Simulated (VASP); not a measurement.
These are PBE GGA, VASP's PBE PAW potentials (set 64) (plane waves; VASP) values and carry that method's errors.

The input files of a VASP run:

INCAR:
```
# general
SYSTEM  = GdN
PREC    = Accurate
ENCUT   = 520   # plane-wave cut-off (eV)
LREAL   = .FALSE.   # projection in real space or not
LASPH   = .TRUE.   # aspherical one-centre terms

# electronic loop
EDIFF   = 1E-6   # SCF stop (eV)
NELM    = 100
ALGO    = Damped
LMAXMIX = 6

# smearing
ISMEAR  = 0   # Gaussian
SIGMA   = 0.05   # width (eV)

# functional
GGA     = PE

# ions
ISIF    = 2   # forces and stress, cell fixed

# output
LWAVE   = .FALSE.
LCHARG  = .FALSE.
```

File POSCAR:
```
GdN
3.5213920
  0.0000000000   0.7071067351   0.7071067351
  0.7071067351   0.0000000000   0.7071067351
  0.7071067351   0.7071067351   0.0000000000
Gd N
1 1
direct
  0.0000000000   0.0000000000   0.0000000000
  0.5000000000   0.5000000000   0.5000000000
```

**KPOINTS**
```
Automatic
0
Gamma
 8 8 8
```

POTCAR, in this order: Gd_3 N (PBE.64 set). Program: vasp_std.

Output of the run:

OSZICAR:
```
       N       E                     dE             d eps       ncg     rms           ort
DAV:   1     0.816067793179E+02    0.81607E+02   -0.68702E+03   319   0.125E+03
DAV:   2    -0.128416041992E+01   -0.82891E+02   -0.75565E+02   319   0.293E+02
DAV:   3    -0.145374302665E+02   -0.13253E+02   -0.12536E+02   319   0.939E+01
DAV:   4    -0.174986365864E+02   -0.29612E+01   -0.29034E+01   319   0.412E+01
DAV:   5    -0.182090890500E+02   -0.71045E+00   -0.70311E+00   319   0.170E+01
SDA:   6    -0.106340202664E+02    0.75751E+01   -0.10870E+02   319   0.272E+02   0.000E+00
DMP:   7    -0.155999234097E+02   -0.49659E+01   -0.51908E-01   319   0.131E+01  -0.309E+01
DMP:   8    -0.150772957637E+02    0.52263E+00   -0.16127E+01   319   0.511E+01  -0.283E+01
DMP:   9    -0.160535167190E+02   -0.97622E+00   -0.25472E+00   319   0.330E+00   0.804E+00
DMP:  10    -0.160256343421E+02    0.27882E-01   -0.14599E+00   319   0.654E+00  -0.756E+00
DMP:  11    -0.161293226857E+02   -0.10369E+00   -0.75036E-01   319   0.128E+00   0.156E+00
DMP:  12    -0.161452815398E+02   -0.15959E-01   -0.11504E-01   319   0.689E-01  -0.105E+00
DMP:  13    -0.161543990259E+02   -0.91175E-02   -0.15487E-01   319   0.326E-01   0.161E-01
DMP:  14    -0.161602086953E+02   -0.58097E-02   -0.93609E-03   319   0.636E-02  -0.105E-01
DMP:  15    -0.161608378684E+02   -0.62917E-03   -0.27662E-02   319   0.662E-02   0.775E-03
DMP:  16    -0.161621068345E+02   -0.12690E-02   -0.12923E-03   319   0.554E-03  -0.604E-03
DMP:  17    -0.161621542929E+02   -0.47458E-04   -0.41829E-03   319   0.109E-02  -0.112E-03
DMP:  18    -0.161623734139E+02   -0.21912E-03   -0.30074E-04   319   0.606E-04   0.382E-04
DMP:  19    -0.161623797057E+02   -0.62918E-05   -0.61202E-04   319   0.171E-03  -0.470E-04
DMP:  20    -0.161624153014E+02   -0.35596E-04   -0.62224E-05   319   0.756E-05   0.209E-04
DMP:  21    -0.161624163159E+02   -0.10145E-05   -0.80110E-05   319   0.246E-04  -0.120E-04
DMP:  22    -0.161624211458E+02   -0.48299E-05   -0.13959E-05   319   0.166E-05   0.478E-05
DMP:  23    -0.161624213248E+02   -0.17900E-06   -0.10032E-05   319   0.333E-05  -0.215E-05
DMP:  24    -0.161624220375E+02   -0.71268E-06   -0.26242E-06   319   0.351E-06   0.800E-06
   1 F= -.16162422E+02 E0= -.16162262E+02  d E =-.320797E-03
```

### OUTCAR
```
------------------------ aborting loop because EDIFF is reached ----------------------------------------
  FORCE on cell =-STRESS in cart. coord.  units (eV):
  Direction    XX          YY          ZZ          XY          YZ          ZX
  --------------------------------------------------------------------------------------
  Total        0.0164971      0.0164971      0.0164971      0.0000000     -0.0000000      0.0000000
  in kB        0.8560348      0.8560348      0.8560348      0.0000000     -0.0000000      0.0000000
  external PRESSURE =       0.8560348 kB  Pullay stress =       0.0000000 kB
  volume of cell :       30.88
      direct lattice vectors                 reciprocal lattice vectors
     0.000000000  2.490000000  2.490000000    -0.200803213  0.200803213  0.200803213
     2.490000000  0.000000000  2.490000000     0.200803213 -0.200803213  0.200803213
     2.490000000  2.490000000  0.000000000     0.200803213  0.200803213 -0.200803213
 POSITION                                       TOTAL-FORCE (eV/Angst)
 -----------------------------------------------------------------------------------
      0.00000      0.00000      0.00000        -0.000000      0.000000     -0.000000
      2.49000      2.49000      2.49000         0.000000     -0.000000      0.000000
 -----------------------------------------------------------------------------------
    total drift:                                0.000000      0.000000      0.000000
  FREE ENERGIE OF THE ION-ELECTRON SYSTEM (eV)
  ---------------------------------------------------
  free  energy   TOTEN  =       -16.1624220375 eV

  energy  without entropy=      -16.1621012406  energy(sigma->0) =      -16.16226164
```
(Selected blocks of OUTCAR.)

The 4f electrons are frozen in the core of the lanthanide potential, so 4f levels, which can set the real gap, and their magnetism are missing.

The compound is GdN in the rock salt structure. The cell was not relaxed at this level. The run is one of a series of settings (ALGO = Damped against the base run), some of them coarse on purpose.
